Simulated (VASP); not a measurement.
ZnO (nc):

```xyz
4
Lattice="3.2493 0.0000 0.0000 -1.6247 2.8140 0.0000 0.0000 0.0000 5.2057" Properties=species:S:1:pos:R:3 pbc="T T T"
Zn    0.0000    1.8760    2.6029
Zn    1.6247    0.9380    0.0000
O     1.6247    0.9380    1.9730
O     0.0000    1.8760    4.5759
```

| Quantity | Value |
| --- | --- |
| Program | VASP 6.6.1 |
| Task | relaxation of cell and atoms |
| Functional | PBE |
| Potentials or basis | VASP PAW PBE potentials, release 64 (Zn, O) |
| Cutoff | 600 eV |
| k mesh | 9 × 9 × 6 |
| Occupations | gaussian, width 0.02 eV |
| Spin | no spin polarisation |

At the start: pressure 5.8 GPa; volume 11.90 Å³/atom.

Q: How do energy, volume and symmetry change on relaxing?

A: Over 23 steps the energy falls by 8.9 meV/atom and the volume is 12.40 Å³/atom (+4.2 %); space group P6_3mc (No. 186, to 0.05 Å).

The path:
```tsv
step	energy change (eV)	largest force (eV/Å)	pressure (GPa)	volume (Å³)
1	0.0000	0.0740	5.83	47.60
2	-0.0270	0.0268	-2.61	50.64
3	-0.0357	0.0012	-0.01	49.59
4	-0.0357	0.0023	-0.06	49.63
5	-0.0357	0.0109	-0.01	49.62
6	-0.0357	0.0152	-0.10	49.62
7	-0.0358	0.0117	-0.01	49.57
8	-0.0358	0.0100	0.08	49.54
9	-0.0358	0.0103	0.14	49.54
10	-0.0358	0.0109	0.11	49.56
11	-0.0358	0.0126	0.00	49.56
12	-0.0358	0.0103	0.13	49.56
13	-0.0358	0.0120	0.06	49.56
14	-0.0358	0.0027	0.06	49.57
15	-0.0358	0.0000	-0.01	49.58
16	-0.0358	0.0007	0.01	49.57
17	-0.0358	0.0011	0.03	49.57
18	-0.0358	0.0015	0.04	49.57
19	-0.0358	0.0001	0.04	49.59
20	-0.0358	0.0015	-0.05	49.63
21	-0.0358	0.0000	-0.06	49.60
22	-0.0358	0.0008	0.05	49.59
23	-0.0358	0.0003	0.00	49.61
```

Final structure:
```yaml
crystal:
  lattice:
    - [3.28594, 0.00000, 0.00000]
    - [-1.64297, 2.84570, 0.00000]
    - [0.00000, 0.00000, 5.30569]
  atoms:
    - { symbol: Zn, position: [0.33333, 0.66667, 0.50003] }
    - { symbol: Zn, position: [0.66667, 0.33333, 0.00003] }
    - { symbol: O, position: [0.66667, 0.33333, 0.37898] }
    - { symbol: O, position: [0.33333, 0.66667, 0.87898] }
```
